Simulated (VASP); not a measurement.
A run of VASP 6.6.1 is set up as follows.

The input INCAR:

```
PREC = Accurate
ENCUT = 450
EDIFF = 1E-7
ISMEAR = 0
SIGMA = 0.02
LREAL = False
LASPH = True
NELM = 60
ALGO = Normal
ISIF = 2
LWAVE = False
LCHARG = False
GGA = PE
NBANDS = 21
```

The input KPOINTS:

```
Automatic mesh
0
Gamma
  8 8 8
```

Contents of POSCAR:

```
Ge
1.0
    0.0000000000      2.8289100000      2.8289100000
    2.8289100000      0.0000000000      2.8289100000
    2.8289100000      2.8289100000      0.0000000000
Ge
2
Direct
    0.0000000000      0.0000000000      0.0000000000
    0.2500000000      0.2500000000      0.2500000000
```

Potentials or basis: VASP PAW PBE potentials, release 64 (Ge_d).

Run with:

```console
$ cat potpaw_PBE.64/Ge_d/POTCAR > POTCAR
$ mpirun -np 1 vasp_std > vasp.out
```

Q: Predict the band gap on the k mesh.

A: 0.03 eV, direct.

Q: What does it give for the pressure?

A: 3.2 GPa.

**The experiment to reproduce.**

From “Temperature-dependent photoluminescence in Ge: experiment and theory”, 2020, arxiv:2003.00143, for a bulk crystal of Ge at 0 K: band gap 0.744 eV (indirect).

A measured gap of Ge is 0.744 eV (indirect; 0 K; “Temperature-dependent photoluminescence in Ge: experiment and theory”, 2020, arxiv:2003.00143); the calculated 0.03 eV misses it by -0.71 eV. 3 values of this kind are on record (0.666 to 0.807 eV); this one was drawn at random among those near their median. Spin-orbit coupling on Ge is left out. The value is that of PBE on a finite k mesh, which can miss the band edges, without temperature or zero-point motion. Semilocal functionals fall short of measured gaps as a rule.
